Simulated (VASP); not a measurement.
Level of theory: PBEsol GGA, VASP's PBE PAW potentials (set 64) (plane waves; VASP 6.6.1).

The input files of a VASP run:

KPOINTS:
```
Automatic mesh
0
Gamma
13 13 13
0 0 0
```

File POSCAR:
```
NiAl
1
    2.7745768688    -0.0000000000    -0.0000000000
   -0.0000000000     2.7745768688     0.0000000000
    0.0000000000     0.0000000000     2.7745768688
Al Ni
1 1
Direct
  0.5000000000   0.5000000000   0.5000000000
  0.0000000000   0.0000000000   0.0000000000
```

### INCAR
```
ALGO  =  Normal
EDIFF  =  1E-6
EDIFFG  =  -0.02
ENCUT  =  500
GGA  =  PS
IBRION  =  2
ISIF  =  3
ISMEAR  =  1
LASPH  =  .TRUE.
LCHARG  =  .FALSE.
LMAXMIX  =  4
LREAL  =  .FALSE.
LWAVE  =  .FALSE.
NELM  =  100
NSW  =  40
PREC  =  Accurate
PSTRESS  =  200
SIGMA  =  0.1
SYSTEM  =  NiAl
```

POTCAR, in this order: Al Ni (PBE.64 set). Program: vasp_std.

What VASP printed:

**OUTCAR**
```
 ion  position               nearest neighbor table
   1  0.500  0.500  0.500-   2 2.40   2 2.40   2 2.40   2 2.40   2 2.40   2 2.40   2 2.40   2 2.40
  LATTYP: Found a simple cubic cell.
 ALAT       =     2.7745768688
 Subroutine PRICEL returns:
 Original cell was already a primitive cell.
 Subroutine GETGRP returns: Found 48 space group operations
The static configuration has the point symmetry O_h .
The dynamic configuration has the point symmetry O_h .
 Subroutine INISYM returns: Found 48 space group operations
 Subroutine IBZKPT returns following result:
 Found     84 irreducible k-points:

 Following reciprocal coordinates:
            Coordinates               Weight
  0.000000  0.000000  0.000000      1.000000
  0.076923  0.000000  0.000000      6.000000
  0.153846  0.000000  0.000000      6.000000
  0.230769  0.000000  0.000000      6.000000
  0.307692  0.000000  0.000000      6.000000
  0.384615  0.000000  0.000000      6.000000
  0.461538  0.000000  0.000000      6.000000
  0.076923  0.076923  0.000000     12.000000
  0.153846  0.076923  0.000000     24.000000
  0.230769  0.076923  0.000000     24.000000
  0.307692  0.076923  0.000000     24.000000
  0.384615  0.076923  0.000000     24.000000
  0.461538  0.076923  0.000000     24.000000
  0.153846  0.153846  0.000000     12.000000
  0.230769  0.153846  0.000000     24.000000
  0.307692  0.153846  0.000000     24.000000
  0.384615  0.153846  0.000000     24.000000
  0.461538  0.153846  0.000000     24.000000
  0.230769  0.230769  0.000000     12.000000
  0.307692  0.230769  0.000000     24.000000
  0.384615  0.230769  0.000000     24.000000
  0.461538  0.230769  0.000000     24.000000
  0.307692  0.307692  0.000000     12.000000
  0.384615  0.307692  0.000000     24.000000
  0.461538  0.307692  0.000000     24.000000
  0.384615  0.384615  0.000000     12.000000
  0.461538  0.384615  0.000000     24.000000
  0.461538  0.461538  0.000000     12.000000
  0.076923  0.076923  0.076923      8.000000
  0.153846  0.076923  0.076923     24.000000
  0.230769  0.076923  0.076923     24.000000
  0.307692  0.076923  0.076923     24.000000
  0.384615  0.076923  0.076923     24.000000
  0.461538  0.076923  0.076923     24.000000
  0.153846  0.153846  0.076923     24.000000
  0.230769  0.153846  0.076923     48.000000
  0.307692  0.153846  0.076923     48.000000
  0.384615  0.153846  0.076923     48.000000
  0.461538  0.153846  0.076923     48.000000
  0.230769  0.230769  0.076923     24.000000
   k-points           NKPTS =     84   k-points in BZ     NKDIM =     84   number of bands    NBANDS=     10
   number of dos      NEDOS =    301   number of ions     NIONS =      2
   total plane-waves  NPLWV =   8000
   dimension x,y,z NGX =    20 NGY =   20 NGZ =   20
   dimension x,y,z NGXF=    40 NGYF=   40 NGZF=   40
   ions per type =               1   1
   PREC   = accura    normal or accurate (medium, high low for compatibility)
   ISTART =      0    job   : 0-new  1-cont  2-samecut
   ICHARG =      2    charge: 1-file 2-atom 10-const
   ISPIN  =      1    spin polarized calculation?
   LNONCOLLINEAR =      F non collinear calculations
   LSORBIT =      F    spin-orbit coupling
   INIWAV =      1    electr: 0-lowe 1-rand  2-diag
   ENCUT  =  500.0 eV  36.75 Ry    6.06 a.u.   5.06  5.06  5.06*2*pi/ulx,y,z
   NELM   =    100;   NELMIN=  2; NELMDL= -5     # of ELM steps
   EDIFF  = 0.1E-05   stopping-criterion for ELM
   LREAL  =      F    real-space projection
   NLSPLINE    = F    spline interpolate recip. space projectors
   LMAXMIX     =    4 max onsite mixed and CHGCAR
   VOSKOWN=      0    Vosko Wilk Nusair interpolation
...
```

### OSZICAR
```
       N       E                     dE             d eps       ncg     rms          rms(c)
DAV:   1     0.402084186599E+02    0.40208E+02   -0.56281E+03  1680   0.136E+03
DAV:   2    -0.118121825331E+02   -0.52021E+02   -0.49504E+02  1698   0.209E+02
DAV:   3    -0.131810573144E+02   -0.13689E+01   -0.13568E+01  1942   0.448E+01
DAV:   4    -0.132038928755E+02   -0.22836E-01   -0.22826E-01  1956   0.511E+00
DAV:   5    -0.132045407829E+02   -0.64791E-03   -0.64786E-03  1862   0.909E-01    0.136E+01
DAV:   6    -0.146047804039E+02   -0.14002E+01   -0.59349E+01  1872   0.139E+02    0.146E+01
DAV:   7    -0.114957751419E+02    0.31090E+01   -0.16706E+01  1854   0.815E+01    0.113E+00
DAV:   8    -0.114886808740E+02    0.70943E-02   -0.31921E-01  1944   0.707E+00    0.110E+00
DAV:   9    -0.114722377083E+02    0.16443E-01   -0.54496E-02  1936   0.394E+00    0.194E-01
DAV:  10    -0.114719053271E+02    0.33238E-03   -0.10645E-03  1886   0.493E-01    0.110E-01
DAV:  11    -0.114718975288E+02    0.77982E-05   -0.65022E-05  2434   0.121E-01    0.336E-02
DAV:  12    -0.114718952284E+02    0.23005E-05   -0.85158E-06  1844   0.486E-02    0.568E-03
DAV:  13    -0.114718951649E+02    0.63468E-07   -0.19251E-07   894   0.483E-03
   1 F= -.88055910E+01 E0= -.88055661E+01  d E =-.880559E+01
```

OUTCAR:
```
------------------------ aborting loop because EDIFF is reached ----------------------------------------
  FORCE on cell =-STRESS in cart. coord.  units (eV):
  Direction    XX          YY          ZZ          XY          YZ          ZX
  --------------------------------------------------------------------------------------
  Total        2.6449119      2.6449119      2.6449119     -0.0000000      0.0000000     -0.0000000
  in kB      198.3953573    198.3953573    198.3953573     -0.0000000      0.0000000     -0.0000000
  external PRESSURE =      -1.6046427 kB  Pullay stress =     200.0000000 kB
  volume of cell :       21.36
      direct lattice vectors                 reciprocal lattice vectors
     2.774576869  0.000000000  0.000000000     0.360415316  0.000000000  0.000000000
     0.000000000  2.774576869  0.000000000     0.000000000  0.360415316  0.000000000
     0.000000000  0.000000000  2.774576869     0.000000000  0.000000000  0.360415316
 POSITION                                       TOTAL-FORCE (eV/Angst)
 -----------------------------------------------------------------------------------
      1.38729      1.38729      1.38729         0.000000      0.000000      0.000000
      0.00000      0.00000      0.00000         0.000000      0.000000      0.000000
 -----------------------------------------------------------------------------------
    total drift:                               -0.000000      0.000000     -0.000000
  FREE ENERGIE OF THE ION-ELECTRON SYSTEM (eV)
  ---------------------------------------------------
  free  energy   TOTEN  =       -11.4718951649 eV

  energy  without entropy=      -11.4718204677  energy(sigma->0) =      -11.47187027
  enthalpy is  TOTEN    =        -8.8055909623 eV   P V=        2.6663042026

 reached required accuracy - stopping structural energy minimisation
```
(Selected blocks of OUTCAR.)

The compound is NiAl in the CsCl type structure. It was relaxed first under an external pressure of 20 GPa. The run is not spin-polarised, so no magnetic state was tried. The electron count is odd and the run is not spin-polarised, which forces a metal.
